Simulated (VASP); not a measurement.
Consider the following.

```
Ba
1.0
   -2.14962     2.14962     2.14962
    2.14962    -2.14962     2.14962
    2.14962     2.14962    -2.14962
Ba
1
Cartesian
  0.00000   0.00000   0.00000
```

The numbers are results of LDA (Ceperley-Alder, Perdew-Zunger), VASP's LDA PAW potentials (set 64) (plane waves; VASP), not measurements. Settings: 500 eV cut-off, 12×12×12 Γ-centred mesh, first-order Methfessel-Paxton smearing of 0.10 eV, potentials Ba_sv.

Energy and stress use the plane-wave basis of the starting cell.

**Question.** The ions, cell shape and volume at an external pressure of 10.0 GPa are relaxed. Which structure does the run end with?

**Answer.** 
```
Ba
1.0
   -2.03180     2.03180     2.03180
    2.03180    -2.03180     2.03180
    2.03180     2.03180    -2.03180
Ba
1
Cartesian
  0.00000   0.00000   0.00000
```
Space group Im-3m (229), at a tolerance of 0.03 Å.

**Question.** How do energy and volume change from the first to the last step?

**Answer.** The energy (σ→0) changes by +278.9 meV/atom and the volume by -15.6 %, in 3 ionic steps.

| step | E(σ→0) (eV) | max force (eV/Å) | pressure (GPa) | volume (Å³) |
|---|---|---|---|---|
| 1 | -2.0660 | 0.000 | 4.93 | 39.73 |
| 2 | -1.7471 | 0.000 | 10.73 | 32.93 |
| 3 | -1.7871 | 0.000 | 10.09 | 33.55 |

The compound is Ba in the bcc structure. This run relaxes it under an external pressure of 10 GPa. Symmetry was kept, so distortions that lower it aren't found.
